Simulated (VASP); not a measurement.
Here is a VASP 6.6.1 calculation.

INCAR

```
SYSTEM = CaPd4
PREC = Accurate
ENCUT = 520
EDIFF = 1E-6
ISMEAR = 0
SIGMA = 0.1
LREAL = .False.
LASPH = .True.
NELM = 60
ALGO = Fast
ISIF = 2
LWAVE = .False.
LCHARG = .True.
GGA = PE
LELF = .True.
LVHAR = .True.
NBANDS = 33
```

KPOINTS

```
regular mesh
0
Gamma
  8 8 8
  0 0 0
```

POSCAR

```
CaPd4
1.0
    4.8249941028      0.0000000000      0.0000000000
    0.0000000000      4.8249941028      0.0000000000
    0.0000000000      0.0000000000      4.8249941028
Ca Pd
1 4
Direct
    0.5000000000      0.5000000000      0.5000000000
    0.0000000000      0.5000000000      0.5000000000
    0.5000000000      0.0000000000      0.5000000000
    0.5000000000      0.5000000000      0.0000000000
    0.0000000000      0.0000000000      0.0000000000
```

Potentials or basis: VASP PAW PBE potentials, release 64 (Ca_sv, Pd).

Launch:

```console
$ cat potpaw_PBE.64/Ca_sv/POTCAR potpaw_PBE.64/Pd/POTCAR > POTCAR
$ mpirun -np 1 vasp_std > vasp.out
```

What does it give for the pressure?

0.3 GPa.

Predict the band gap on the k mesh.

none (metal or under the smearing width).
